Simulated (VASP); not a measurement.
Output of a VASP run:

**OUTCAR**
```
 ion  position               nearest neighbor table
   1  0.000  0.000  0.000-   2 2.26   2 2.26   2 2.26   2 2.26   2 2.26   2 2.26
   2  0.500  0.500  0.500-   1 2.26   1 2.26   1 2.26   1 2.26   1 2.26   1 2.26
  LATTYP: Found a face centered cubic cell.
 ALAT       =     4.5117200000
 Subroutine PRICEL returns:
 Original cell was already a primitive cell.
 Subroutine GETGRP returns: Found 48 space group operations
The static configuration has the point symmetry O_h .
The dynamic configuration has the point symmetry O_h .
 Subroutine INISYM returns: Found 48 space group operations
 Subroutine IBZKPT returns following result:
 Found     47 irreducible k-points:

 Following reciprocal coordinates:
            Coordinates               Weight
  0.000000  0.000000  0.000000      1.000000
  0.100000  0.000000  0.000000      8.000000
  0.200000  0.000000  0.000000      8.000000
  0.300000  0.000000  0.000000      8.000000
  0.400000  0.000000  0.000000      8.000000
  0.500000  0.000000  0.000000      4.000000
  0.100000  0.100000  0.000000      6.000000
  0.200000  0.100000  0.000000     24.000000
  0.300000  0.100000  0.000000     24.000000
  0.400000  0.100000  0.000000     24.000000
  0.500000  0.100000  0.000000     24.000000
 -0.400000  0.100000  0.000000     24.000000
 -0.300000  0.100000  0.000000     24.000000
 -0.200000  0.100000  0.000000     24.000000
 -0.100000  0.100000  0.000000     12.000000
  0.200000  0.200000  0.000000      6.000000
  0.300000  0.200000  0.000000     24.000000
  0.400000  0.200000  0.000000     24.000000
  0.500000  0.200000  0.000000     24.000000
 -0.400000  0.200000  0.000000     24.000000
 -0.300000  0.200000  0.000000     24.000000
 -0.200000  0.200000  0.000000     12.000000
  0.300000  0.300000  0.000000      6.000000
  0.400000  0.300000  0.000000     24.000000
  0.500000  0.300000  0.000000     24.000000
 -0.400000  0.300000  0.000000     24.000000
 -0.300000  0.300000  0.000000     12.000000
  0.400000  0.400000  0.000000      6.000000
  0.500000  0.400000  0.000000     24.000000
 -0.400000  0.400000  0.000000     12.000000
  0.500000  0.500000  0.000000      3.000000
  0.300000  0.200000  0.100000     24.000000
  0.400000  0.200000  0.100000     48.000000
  0.500000  0.200000  0.100000     48.000000
 -0.400000  0.200000  0.100000     24.000000
  0.400000  0.300000  0.100000     24.000000
  0.500000  0.300000  0.100000     48.000000
 -0.400000  0.300000  0.100000     48.000000
 -0.300000  0.300000  0.100000     48.000000
 -0.200000  0.300000  0.100000     24.000000
   k-points           NKPTS =     47   k-points in BZ     NKDIM =     47   number of bands    NBANDS=     11
   number of dos      NEDOS =    301   number of ions     NIONS =      2
   total plane-waves  NPLWV =   2744
   dimension x,y,z NGX =    14 NGY =   14 NGZ =   14
   dimension x,y,z NGXF=    28 NGYF=   28 NGZF=   28
   ions per type =               1   1
   PREC   = accura    normal or accurate (medium, high low for compatibility)
   ISTART =      0    job   : 0-new  1-cont  2-samecut
   ICHARG =      2    charge: 1-file 2-atom 10-const
   ISPIN  =      1    spin polarized calculation?
   LNONCOLLINEAR =      F non collinear calculations
   LSORBIT =      F    spin-orbit coupling
   INIWAV =      1    electr: 0-lowe 1-rand  2-diag
   ENCUT  =  160.0 eV  11.76 Ry    3.43 a.u.   3.29  3.29  3.29*2*pi/ulx,y,z
   NELM   =    100;   NELMIN=  2; NELMDL= -5     # of ELM steps
   EDIFF  = 0.1E-05   stopping-criterion for ELM
   LREAL  =      F    real-space projection
   NLSPLINE    = F    spline interpolate recip. space projectors
   LMAXMIX     =    6 max onsite mixed and CHGCAR
   VOSKOWN=      0    Vosko Wilk Nusair interpolation
   EDIFFG = 0.1E-04   stopping-criterion for IOM
   NSW    =      0    number of steps for IOM
   NBLOCK =      1;   KBLOCK =      1    inner block; outer block
   IBRION =     -1    ionic relax: 0-MD 1-quasi-New 2-CG
...
```

### OSZICAR
```
       N       E                     dE             d eps       ncg     rms          rms(c)
DAV:   1    -0.586923039415E+00   -0.58692E+00   -0.41285E+03  1139   0.514E+02
DAV:   2    -0.242732386857E+02   -0.23686E+02   -0.22417E+02  1225   0.128E+02
DAV:   3    -0.247351777400E+02   -0.46194E+00   -0.45707E+00  1305   0.159E+01
DAV:   4    -0.247379643495E+02   -0.27866E-02   -0.27837E-02  1166   0.107E+00
DAV:   5    -0.247380183388E+02   -0.53989E-04   -0.53970E-04  1305   0.843E-02    0.514E+01
DAV:   6    -0.239089037893E+02    0.82911E+00   -0.12016E+00  1168   0.904E+00    0.329E+01
DAV:   7    -0.236688576974E+02    0.24005E+00   -0.57666E-01  1149   0.721E+00    0.353E+00
DAV:   8    -0.236646414839E+02    0.42162E-02   -0.13257E-02  1180   0.101E+00    0.119E+00
DAV:   9    -0.236633257162E+02    0.13158E-02   -0.43378E-03  1139   0.620E-01    0.840E-02
DAV:  10    -0.236633237718E+02    0.19445E-05   -0.44780E-05  1210   0.622E-02    0.323E-02
DAV:  11    -0.236633242912E+02   -0.51947E-06   -0.10837E-06   803   0.962E-03
   1 F= -.23663324E+02 E0= -.23663105E+02  d E =-.659151E-03
```

File OUTCAR:
```
------------------------ aborting loop because EDIFF is reached ----------------------------------------
  FORCE on cell =-STRESS in cart. coord.  units (eV):
  Direction    XX          YY          ZZ          XY          YZ          ZX
  --------------------------------------------------------------------------------------
  Total      -16.6071247    -16.6071247    -16.6071247      0.0000000      0.0000000     -0.0000000
  in kB    -1158.8803610  -1158.8803610  -1158.8803610      0.0000000      0.0000000     -0.0000000
  external PRESSURE =   -1158.8803610 kB  Pullay stress =       0.0000000 kB
  volume of cell :       22.96
      direct lattice vectors                 reciprocal lattice vectors
     0.000000000  2.255860000  2.255860000    -0.221644960  0.221644960  0.221644960
     2.255860000  0.000000000  2.255860000     0.221644960 -0.221644960  0.221644960
     2.255860000  2.255860000  0.000000000     0.221644960  0.221644960 -0.221644960
 POSITION                                       TOTAL-FORCE (eV/Angst)
 -----------------------------------------------------------------------------------
      0.00000      0.00000      0.00000        -0.000000     -0.000000      0.000000
      2.25586      2.25586      2.25586         0.000000      0.000000     -0.000000
 -----------------------------------------------------------------------------------
    total drift:                               -0.000000      0.000000     -0.000000
  FREE ENERGIE OF THE ION-ELECTRON SYSTEM (eV)
  ---------------------------------------------------
  free  energy   TOTEN  =       -23.6633242912 eV

  energy  without entropy=      -23.6626651402  energy(sigma->0) =      -23.66310457
```
(Selected blocks of OUTCAR.)

File POSCAR:
```
HfN
1
    0.0000000000     2.2558600000     2.2558600000
    2.2558600000     0.0000000000     2.2558600000
    2.2558600000     2.2558600000     0.0000000000
Hf N
1 1
Direct
  0.0000000000   0.0000000000   0.0000000000
  0.5000000000   0.5000000000   0.5000000000
```

Task: Write an INCAR and KPOINTS that could have produced this output.

Result: Several could match; the one computed here: the input of the run itself, PBEsol GGA, plane waves, VASP's PBE PAW potentials (set 64).

**INCAR**
```
! general
SYSTEM   =  HfN
PREC     =  Accurate
ENCUT    =  160
LREAL    =  .FALSE.
LASPH    =  .TRUE.

! electronic loop
EDIFF    =  1E-6
NELM     =  100
ALGO     =  Normal
LMAXMIX  =  6

! smearing
ISMEAR   =  1
SIGMA    =  0.1

! functional
GGA      =  PS

! ions
ISIF     =  2

! output
LWAVE    =  .FALSE.
LCHARG   =  .FALSE.
```

File KPOINTS:
```
Automatic mesh
0
Gamma
10 10 10
0 0 0
```

POTCAR, in this order: Hf_pv N (PBE.64 set). Program: vasp_std.

At this cut-off the stress carries a Pulay error, which pulls relaxed volumes low.

The structure comes from a computed database's HfN entry; how it stands against other phases isn't given here. The cell was not relaxed at this level. The run is one of a series of settings (ENCUT = 160 against the base run), some of them coarse on purpose. The electron count is odd and the run is not spin-polarised, which forces a metal.
